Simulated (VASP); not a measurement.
## SiC: energy against strain

SiC (wurtzite, P6_3mc, 10.328 Å³/atom and stress up to 0.18 GPa in the relaxed cell, c along z) under a strain ε along c (axis z), the other axes held. r2SCAN in VASP (plane waves, PAW), 600 eV, 12×12×6 Γ-centred mesh, Gaussian smearing 0.05 eV; ions are relaxed, or left where forces stay under 0.02 eV/Å, within the symmetry of each cell.

Here s stands for strain and y for E less E0.

| strain (%) | E less E0 (meV/atom) |
|---|---|
| -3.00 | ? |
| -1.50 | 4.29 |
| -1.00 | 1.91 |
| -0.50 | 0.48 |
| 0.00 | 0.00 |
| 0.50 | 0.45 |
| 1.00 | 1.82 |
| 1.50 | 4.07 |

**Question.** Fit y against s with a parabola, and predict the withheld value at s = -3.00.

**Answer.** Least squares gives y = 0.002 - 0.0621·s + 1.8576·s². Residuals (row less fit): 0.015, -0.012, -0.017, -0.002, 0.015, 0.023, -0.018; standard error 0.021 (degrees of freedom: 4). Twice the quadratic coefficient over the volume, 2 × 1.8576 meV × 10⁴ × 0.1602 / 10.328 Å³, is the elastic constant C33 = 576 ± 3 GPa (± standard error of the fit, which holds the terms cut off). At the withheld row, y = 0.002 - 0.0621 × (-3.0) + 1.8576 × (-3.0)² = 16.907 meV/atom. The calculation gives 17.46 meV/atom, 0.553 meV/atom above the prediction (3.2 % of the range of y in the table). The row lies outside the fitted rows, so this is an extrapolation. From the scatter of the fitted rows alone, a prediction at this place has a standard error of 0.080 meV/atom, so the miss is 6.9 times that.

A polynomial of degree 3 through the 12 other runs of the series gives 17.48 there, so most of the miss is curvature that the fit leaves out. SiC is here the rare 2H polytype. Rows are the converged runs of the series near zero and its far end, less any whose ions stayed unrelaxed beside relaxed ones; series whose fitted rows scatter by over a few per cent of the range, as at a crossing or softening among them, aren't shown in this form. Most that stay on the fit to the last digits aren't either.
